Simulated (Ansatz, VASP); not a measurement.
# SnSe: VASP beside Ansatz

Aim: how closely do two programs agree when they are given the same cell, functional and k mesh? The cell is taken from a series of runs on this material, whose earlier steps may have relaxed, scaled, displaced or heated it; both programs get it as it stands.

Method: plane waves, with VASP 6.6.1 beside it; G0W0 gap at PBE, in Ansatz 0.2.0.

## 1. Set-up

It takes space group Pnma (No. 62, orthorhombic). The conventional cell has a = 11.538 Å, b = 4.174 Å, c = 4.380 Å, α = 90.00°, β = 90.00°, γ = 90.00°. Nearest to Sn lie 5 Se at 2.76 to 3.27 Å. Nearest to Se lie 5 Sn at 2.76 to 3.27 Å. Farther neighbours and most contacts between anions are not listed.

## 2. Ansatz: G0W0 gap, PBE

Ansatz runs on its default PAW (the set named soft_2) files.

Quasiparticle shifts depend on high empty states and on the cores, so they are the hardest test of two PAW sets.

File input.yaml:

```yaml
crystal:
  lattice:
    - [11.538288111, 0.0, 0.0]
    - [0.0, 4.1742757603, 0.0]
    - [0.0, 0.0, 4.3795710075]
  atoms:
    - { symbol: Sn, position: [0.1186730098, 0.25, 0.092309409] }
    - { symbol: Sn, position: [0.8813269902, 0.75, 0.907690591] }
    - { symbol: Sn, position: [0.3813269902, 0.75, 0.592309409] }
    - { symbol: Sn, position: [0.6186730098, 0.25, 0.407690591] }
    - { symbol: Se, position: [0.8567357582, 0.25, 0.4796953225] }
    - { symbol: Se, position: [0.1432642418, 0.75, 0.5203046775] }
    - { symbol: Se, position: [0.6432642418, 0.75, 0.9796953225] }
    - { symbol: Se, position: [0.3567357582, 0.25, 0.0203046775] }
kpoints:
  mp_grid: { grid: [2, 4, 4] }
hamiltonian:
  xc: pbe
scf:
  occupations: { method: fixed }
gw:
  n_empty_bands: 450
  ecut_chi: 96
  qp_bands: [v2, c2]
  qp_kpoints: band_edges
  screening: { model: contour_deformation }
```

The run is started by

```console
$ ansatz run input.yaml --threads 8 --pin off --max-ram 55296MiB --backend cuda --devices 1 --max-vram 24GiB --events-out ev --progress --plain --runs-dir out
```

Numbers of over 12 decimals in the logs are rounded to 6 here.

What it wrote:

```text
GPUs: using 1 of 1 available (devices: 1).
Engine: ansatz 0.2.0, x86_64-unknown-linux-gnu
Pseudopotentials: kind: paw
Pseudopotential: Sn, paw, valence charge 14, recommended cutoff 420 eV (normal), Sn.paw.azcp
Pseudopotential: Se, paw, valence charge 16, recommended cutoff 420 eV (normal), Se.paw.azcp
Functional definition: PBE
  parameter kappa = 0.804
  parameter beta = 0.066725
  exchange = pbe_x(kappa = kappa, mu = beta*pi^2/3)
  correlation = pbe_c(beta = beta)
concurrent solve slots: 6 of 8 are kept, ahead of what memory takes: no pass of the eigensolver takes more rounds on 6
device memory: the entry about to start is reckoned to put 7.0 GiB on a device that reports 78.6 GiB free (of which the cap on the GPU budget leaves the run 24.0 GiB)
GPU FFT provider: cuFFT
GPU libraries: cuBLAS 13.8.2, cuFFT 12.4.0, cuSOLVER 12.3.4
Crystal: 8 atoms, lattice volume = 210.938 Å³
Basis set: ecut = 420 eV, 4081 PW (Γ)
Bands: 72, of which v1, the nominal top of the filled ones, is band 60 counted from 1 (59 counted from 0)
Symmetry: 8 space group operations
Space group: Pnma (ITA 62), of the structure as read, at distance tolerance 6.0e-5 Å
k-points: 18 of 32
Non-local potential: Sn, projectors of the file, l = 0: 2, l = 1: 2, l = 2: 2, l = 3: 2
Non-local potential: Se, projectors of the file, l = 0: 2, l = 1: 2, l = 2: 3, l = 3: 1
PAW form: soft (Blöchl's): semilocal exchange-correlation on the pseudo side does not see the compensation charge
PAW one-centre angular grid: Sn, 590 points (default); XC on 64 Gauss nodes
PAW one-centre angular grid: Se, 590 points (default); XC on 64 Gauss nodes
Initial density: superposition of atomic densities (neutral atoms: chi_scale 0, normalization atom), corrected by the library's trained network
Initial wavefunctions: pseudopotential atomic-orbital guess
GPU buffer pool allocated for 72000 grid points (all kernels)
GPU transforms: local potential and band sums: pruned to the plane-wave sphere, on 80×27×30
Functional: x = pbe(κ = 0.804, μ = 0.219515), c = pbe(β = 0.066725)
SCF iter   1: F=—  HF=-45976.616760 eV  |F-HF|=—  |Δ(HF+E_count)|=         —  Δρ=1.27e-3  dr2=3.04e-3  ethr=1.77e-3  ⟨swp⟩=5.0  Hψ=4050  notcnv=0  defer=172
preconditioner: auto → Resta (q_TF=auto, 2.483 Å⁻¹)  ε∞=2.9  [insulator: Δε(μ)=0.767 eV  Ē_g=16.773 eV  n_scr=56 (ndim 8)  ℏωp=22.9 eV  f_vac=0.001  ε∞_Penn≈2.9]
SCF iter   2: F=—  HF=-45976.614347 eV  |F-HF|=—  |Δ(HF+E_count)|=   2.41e-3  Δρ=6.58e-4  dr2=7.92e-4  ethr=2.54e-6  ⟨swp⟩=2.1  Hψ=2618  notcnv=0  defer=174
SCF iter   3: F=—  HF=-45976.614668 eV  |F-HF|=—  |Δ(HF+E_count)|=   3.21e-4  Δρ=2.80e-4  dr2=1.20e-4  ethr=6.60e-7  ⟨swp⟩=2.0  Hψ=1956  notcnv=0  defer=174
SCF iter   4: F=—  HF=-45976.614752 eV  |F-HF|=—  |Δ(HF+E_count)|=   8.35e-5  Δρ=8.23e-5  dr2=1.34e-5  ethr=9.97e-8  ⟨swp⟩=2.4  Hψ=1850  notcnv=0  defer=143
SCF iter   5: F=—  HF=-45976.614754 eV  |F-HF|=—  |Δ(HF+E_count)|=   2.50e-6  Δρ=2.08e-5  dr2=7.98e-7  ethr=1.12e-8  ⟨swp⟩=2.0  Hψ=2114  notcnv=0  defer=103
SCF iter   6: F=—  HF=-45976.614754 eV  |F-HF|=—  |Δ(HF+E_count)|=   7.48e-7  Δρ=8.30e-6  dr2=1.30e-7  ethr=6.65e-10  ⟨swp⟩=2.0  Hψ=2274  notcnv=0  defer=103
SCF iter   7: F=-45976.614754 eV  HF=-45976.614754 eV  |F-HF|=5.11e-9  |Δ(HF+E_count)|=   1.07e-7  Δρ=1.93e-6  dr2=6.28e-9  ethr=8.33e-11  ⟨swp⟩=9.8  Hψ=4930  notcnv=0
SCF 1 converged in 7 iterations: F = -45976.614754 eV  dr2 = 6.28e-9
  greatest PAW one-centre occupation: 1.000 electrons in one spin orbital (limit 2), on the Se atom at site 7 (counted from 0), in its partial waves of l = 2
concurrent solve slots: 6 of 8 are kept, ahead of what memory takes: no pass of the eigensolver takes more rounds on 6
device memory: the entry about to start is reckoned to put 8.9 GiB (of the 9.1 GiB reckoned in all, the device holds 0.1 GiB already) on a device that reports 78.4 GiB free (of which the cap on the GPU budget leaves the run 23.9 GiB)
NSCF: frozen V_eff on 18 k-points
the band table was solved once the SCF had ended and its energy, with any forces and stress, was formed, with the checks that follow a solve (4931 applications of the Hamiltonian). They found nothing against the state; the energy, forces and stress were not computed again (output.eigenvalues in the input reference)
concurrent solve slots: 6 of 8 are kept, ahead of what memory takes: no pass of the eigensolver takes more rounds on 6
device memory: the entry about to start is reckoned to put 10.6 GiB on a device that reports 78.5 GiB free (of which the cap on the GPU budget leaves the run 24.0 GiB)
NSCF: frozen V_eff on 18 k-points
G₀W₀ screening: q 1/18
[... further progress lines ...]
SCF converged after 7 iterations
Free energy (F): -45976.614754 eV
Harris-Foulkes:  -45976.614754 eV  (|F-HF|=5.11e-9)
Internal energy: -45976.614754 eV  (E = F + TS)
E sigma→0 (E₀):  -45976.614754 eV
Fermi energy:    8.977081 eV
--- Per-component energies (eV) ---
  E_band       = -1859.837968
  E_kinetic    = 1216.768204
  E_local      = -13123.907495  (includes V_loc(G=0)·N_el)
  E_nonlocal   = -2513.833628
  E_hartree    = 6934.454573
  E_xc         = -1950.487669
  E_vxc        = -780.018959  (∫ρ·V_xc dr)
  E_paw        = -24179.724048  (= ΣΔE_a)
  E_vpaw       = -527.757822  (= ΣTr[D̂ρ^β])
  E_aug_tail   = -0.002352  (compensation charges beyond the density's cutoff)
  E_ewald      = -12359.882338
  E_smearing   = -0.000000  (= −TS)
  E_closure    = 0.000000  (closes the sum)
  Σ components = -45976.614754   (vs F -45976.614754, Δ=0.00e0)
--- Band table (eV; the first three rows and the last of 18) ---
  k-point 0: bands = [... 56 lower, 7.5626, 7.8548, 8.4962, 8.6412, 9.7473, 12.2018, 12.3350, 12.3499, ... 8 higher]
  k-point 1: bands = [... 56 lower, 8.0202, 8.1286, 8.5810, 8.8352, 10.0727, 10.6066, 11.3265, 11.4459, ... 8 higher]
  k-point 2: bands = [... 56 lower, 8.4191, 8.4191, 8.9464, 8.9464, 10.4351, 10.4351, 10.6857, 10.6857, ... 8 higher]
  k-point 17: bands = [... 56 lower, 7.5900, 7.5900, 7.5900, 7.5900, 11.6154, 11.6154, 11.6154, 11.6154, ... 8 higher]
--- G₀W₀: contour deformation, 7 samples at zero and on the imaginary axis and 1 off it, 32 q-points, 450 empty bands' worth ---
  eigenvalues of the whole cell's RPA ε∞ on this k-mesh (on a slab, of 1 + 4πα/V) = 16.0166, 18.0536, 25.1360; static W/v taken at q = 0 is 0.053007
  bands read: the sum over 510 bands ends inside a degenerate multiplet in 3 slots, whose members it reads at an even weight; the widest, k=15: bands 509 to 512 (counted from 1) at 2/4 each
  gw.qp_kpoints: band_edges: 12 of 18 stored k-points solved, in 1 pass; an edge of the gap read off the rows below is read off those points alone
    valence top: of the k-points left out ik 7 came nearest to being solved in a further pass, in band 59 (counted from 1, as in the quasiparticle table): it holds the edge there only if its correction is more favourable than any solved in that band by at least 0.784 eV; those differ by 0.091 eV
    conduction bottom: of the k-points left out ik 7 came nearest to being solved in a further pass, in band 61 (counted from 1, as in the quasiparticle table): it holds the edge there only if its correction is more favourable than any solved in that band by at least 0.774 eV; those differ by 0.102 eV
    ik  band        ε_KS         Σx   Σc(E_QP)       V_xc       Z   E_QP_lin       E_QP  E_QP is
     0    59      8.4962   -16.1581     1.4202   -14.4149  0.7400     8.1708     8.1732  root
     0    60      8.6412   -16.4270     1.4167   -14.6937  0.7421     8.3224     8.3246  root
     0    61      9.7473    -8.5903    -3.2063   -11.7713  0.7726     9.7220     9.7220  root
     0    62     12.2018    -8.4624    -4.1312   -12.6739  0.7446    12.2823    12.2820  root
     1    59      8.5810   -16.3721     1.3480   -14.7140  0.7434     8.2690     8.2710  root
     1    60      8.8352   -15.8433     0.7618   -14.8235  0.7523     8.5761     8.5772  root
     1    61     10.0727    -8.6860    -3.3922   -12.0995  0.7705    10.0941    10.0941  root
     1    62     10.6066    -9.2096    -3.2569   -12.4869  0.7683    10.6270    10.6270  root
     2    59      8.9464   -14.8526     0.3814   -14.2297  0.7581     8.7040     8.7049  root
     2    60      8.9464   -14.8526     0.3814   -14.2297  0.7581     8.7040     8.7049  root
     2    61     10.4351    -9.5529    -3.1775   -12.7330  0.7690    10.4377    10.4377  root
     2    62     10.4351    -9.5529    -3.1775   -12.7330  0.7690    10.4377    10.4377  root
     3    59      8.4887   -16.4948     1.4861   -14.6790  0.7407     8.1566     8.1591  root
     3    60      8.8556   -15.8217     0.5523   -15.0297  0.7562     8.6149     8.6158  root
     3    61     10.2021    -8.4994    -3.4610   -11.9768  0.7711    10.2185    10.2185  root
     3    62     10.2226    -9.0771    -3.1478   -12.2179  0.7692    10.2154    10.2154  root
     4    59      8.3945   -15.4145     1.1090   -13.9777  0.7463     8.0642     8.0667  root
     4    60      8.5940   -15.7242     1.0947   -14.3184  0.7471     8.2810     8.2830  root
     4    61     10.0190    -9.4115    -3.2855   -12.7406  0.7717    10.0626    10.0626  root
     4    62     10.6896    -8.7142    -3.4975   -12.2468  0.7657    10.7247    10.7246  root
     6    59      8.5508   -15.7261     0.9860   -14.4214  0.7506     8.2303     8.2322  root
     6    60      8.5508   -15.7261     0.9860   -14.4214  0.7506     8.2303     8.2322  root
     6    61     10.1661    -8.4419    -3.3101   -11.7414  0.7716    10.1555    10.1555  root
     6    62     10.1661    -8.4419    -3.3101   -11.7414  0.7716    10.1555    10.1555  root
[...]
13    59      8.6680   -16.0981     1.1221   -14.6691  0.7472     8.3592     8.3610  root
    13    60      8.6680   -16.0981     1.1221   -14.6691  0.7472     8.3592     8.3610  root
    13    61     10.9284    -9.1683    -3.5847   -12.8252  0.7624    11.0007    11.0005  root
    13    62     10.9284    -9.1683    -3.5847   -12.8252  0.7624    11.0007    11.0005  root
    15    59      8.2923   -14.9826     0.9119   -13.7525  0.7496     7.9719     7.9741  root
    15    60      8.2923   -14.9826     0.9119   -13.7525  0.7496     7.9719     7.9741  root
    15    61     10.6250    -9.7763    -3.3083   -13.1229  0.7649    10.6634    10.6633  root
    15    62     10.6250    -9.7763    -3.3083   -13.1229  0.7649    10.6634    10.6633  root
```

(Continued in part 2 of 2.)

[Lines on the potential files, build, host, timing and source positions are cut from VASP's logs without a mark.]

[Logs are printed without paths, hosts, clocks, repeated set-up lines and the standing remarks that a program may print on its own settings, such as how far it seeks lower states.]

[Hosts, paths, dates, database ids (printed as entryN), source tags and the programs' standing remarks are cut or masked in the printed files.]
